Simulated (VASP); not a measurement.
An input for Quantum ESPRESSO's pw.x (written as the equivalent of a VASP run, and not itself run):

```
&CONTROL
  calculation = 'vc-relax'
  pseudo_dir = './pseudo'
  outdir = './out'
  tprnfor = .true.
  tstress = .true.
  nstep = 60
  forc_conv_thr = 0.00078
/
&SYSTEM
  ibrav = 0
  nat = 3
  ntyp = 2
  ecutwfc = 84
  occupations = 'smearing'
  smearing = 'methfessel-paxton'
  degauss = 0.00735
  input_dft = 'pbe'
  vdw_corr = 'grimme-d3'
  dftd3_version = 4
  dftd3_threebody = .false.
/
&ELECTRONS
  conv_thr = 7.3e-08
  electron_maxstep = 100
/
&IONS
/
&CELL
/
ATOMIC_SPECIES
  Te 127.600 Te.upf
  Pt 195.084 Pt.upf
CELL_PARAMETERS angstrom
     4.0430059   -0.0000000   -0.0000000
    -2.0215029    3.5013454    0.0000000
     0.0000000   -0.0000000    5.1290014
ATOMIC_POSITIONS crystal
  Te   0.3333330  0.6666670  0.2655691
  Te   0.6666670  0.3333330  0.7344309
  Pt   1.0000000  0.0000000  0.0000000
K_POINTS automatic
  8 8 6 0 0 0
```

Task: Translate this input to VASP (INCAR, KPOINTS, POSCAR, choice of POTCAR).

Result: One answer among several that fit: 
### POSCAR
```
PtTe2
1
    4.0430058533    -0.0000000000    -0.0000000000
   -2.0215029266     3.5013453959     0.0000000000
    0.0000000000    -0.0000000000     5.1290014455
Te Pt
2 1
Direct
  0.3333330000   0.6666670000   0.2655690889
  0.6666670000   0.3333330000   0.7344309111
  1.0000000000   0.0000000000   0.0000000000
```

KPOINTS:
```
K-points
0
gamma
 8 8 6
0 0 0
```

**INCAR**
```
# general
SYSTEM =PtTe2
PREC   =Accurate
ENCUT  =480
LREAL  =.False.
LASPH  =.True.   # aspherical one-centre terms

# electronic loop
EDIFF  =1E-6
NELM   =100   # most electronic steps
ALGO   =Normal   # blocked Davidson
LMAXMIX=6   # l cut-off of mixed one-centre charges

# smearing
ISMEAR =1
SIGMA  =0.1

# functional
GGA    =PE   # PBE
IVDW   =12   # D3, Becke-Johnson

# ions
IBRION =2   # conjugate gradients
NSW    =60
ISIF   =3
EDIFFG =-0.02   # ionic stop

# output
LWAVE  =.False.
LCHARG =.False.
```

POTCAR, in this order: Te Pt (PBE.64 set). Program: vasp_std.

What does not carry over: the potentials are each code's own (VASP's PAW set, PseudoDojo norm-conserving files in pw.x), so ENCUT and ecutwfc are chosen apart and not converted; conv_thr bounds pw.x's estimated SCF error, while EDIFF bounds the energy change between steps; forc_conv_thr acts on force components and is met together with etot_conv_thr.

The compound is PtTe2 in the 1T layered structure. This run relaxes it. Symmetry was kept, so distortions that lower it aren't found. The start is the result of an earlier pass.
